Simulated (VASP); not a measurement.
```
CELL_PARAMETERS angstrom
      2.81480     0.00000     0.00000
      0.00000     2.81480     0.00000
      0.00000     0.00000     4.05023
ATOMIC_POSITIONS crystal
  Ti 0.00000 0.00000 0.00000
  Al 0.50000 0.50000 0.50000
```

Calculation: r2SCAN meta-GGA, VASP's PBE PAW potentials (set 64) (plane waves; VASP). Numerical set-up: 480 eV cut-off, 12×12×8 Γ-centred mesh, first-order Methfessel-Paxton smearing of 0.10 eV, potentials Ti_sv Al.

Q: Estimate the energy per atom (σ→0), band gap (on the k-mesh) with the smallest direct gap where there is one.

A: 
band gap (on the k-mesh): none (metal, semimetal or under 0.01 eV)
energy per atom (σ→0): -993.5 kJ/mol of atoms

Only differences to runs with the same potentials and settings are physical.

The compound is TiAl in the L1_0 structure. It was relaxed first. The electron count is odd and the run is not spin-polarised, which forces a metal.
